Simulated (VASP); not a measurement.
An input for Ansatz (written as the equivalent of a VASP run, and not itself run):

Ansatz 0.2 input:
```yaml
crystal:
  lattice:
    - [-2.6664263, 2.6664263, 2.6664263]
    - [2.6664263, -2.6664263, 2.6664263]
    - [2.6664263, 2.6664263, -2.6664263]
  atoms:
    - { symbol: K, position: [0.0000000, 0.0000000, 0.0000000] }
kpoints:
  mp_grid: { grid: [9, 9, 9] }
hamiltonian:
  xc: r2scan
  pseudopotentials: { kind: paw }
scf:
  occupations: { method: methfessel_paxton, width: 0.1 }
  max_iter: 100
relax:
  max_steps: 60
  f_tol: 0.01
  cell: {}
output: { forces: true, stress: true, eigenvalues: true }
```

Write the VASP files for the same calculation (r2SCAN).

This is not unique; one that fits is 
### POSCAR
```
K
1
   -2.6664262938     2.6664262938     2.6664262938
    2.6664262938    -2.6664262938     2.6664262938
    2.6664262938     2.6664262938    -2.6664262938
K
1
Direct
  0.0000000000   0.0000000000   0.0000000000
```

File KPOINTS:
```
Regular mesh
0
Gamma
 9 9 9
0 0 0
```

### INCAR
```
SYSTEM = K
PREC = Accurate; ENCUT = 480; LREAL = F
LASPH = T
EDIFF = 1E-6; NELM = 100; ALGO = Normal
LMIXTAU = T
ISMEAR = 1; SIGMA = 0.1
METAGGA = R2SCAN
IBRION = 2; NSW = 60; ISIF = 3
EDIFFG = -0.01
LWAVE = F; LCHARG = F
```

POTCAR, in this order: K_sv (PBE.64 set). Program: vasp_std.

Limits of the translation: each code has its own PAW files, so the cut-off isn't converted (ENCUT is set for VASP's; basis.ecutwfc is left out, and Ansatz then takes the one that its files recommend); Ansatz stops its SCF on the density residual and VASP on the energy change (EDIFF).

The compound is K in the bcc structure. It was relaxed first. The start is the result of an earlier pass.
